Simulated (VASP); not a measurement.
Data:

```
CELL_PARAMETERS angstrom
      3.68036    -1.88000     0.00000
      3.68036     1.88000     0.00000
      2.72002     0.00000     3.11142
ATOMIC_POSITIONS crystal
  As 0.22700 0.22700 0.22700
  As 0.77300 0.77300 0.77300
```

All values below come from PBEsol GGA, VASP's PBE PAW potentials (set 64) (plane waves; VASP 6.6.1). Numerical set-up: 400 eV cut-off, 11×11×11 Γ-centred mesh, first-order Methfessel-Paxton smearing of 0.10 eV, potentials As.

Energy and stress use the plane-wave basis of the starting cell.

Problem. The ions, cell shape and volume are relaxed. What does this cell relax into?

Solution. 
```
CELL_PARAMETERS angstrom
      3.53429    -1.89447    -0.05383
      3.53429     1.89447    -0.05383
      2.56656     0.00000     3.08155
ATOMIC_POSITIONS crystal
  As 0.23050 0.23050 0.23050
  As 0.76950 0.76950 0.76950
```
Space group R-3m (166), at a tolerance of 0.03 Å.

Problem. How do energy and volume change from the first to the last step?

Solution. The energy (σ→0) changes by -7.9 meV/atom and the volume by -2.9 %, in 9 ionic steps.

The compound is As in the a7 structure. This run relaxes it. Symmetry was kept, so distortions that lower it aren't found.
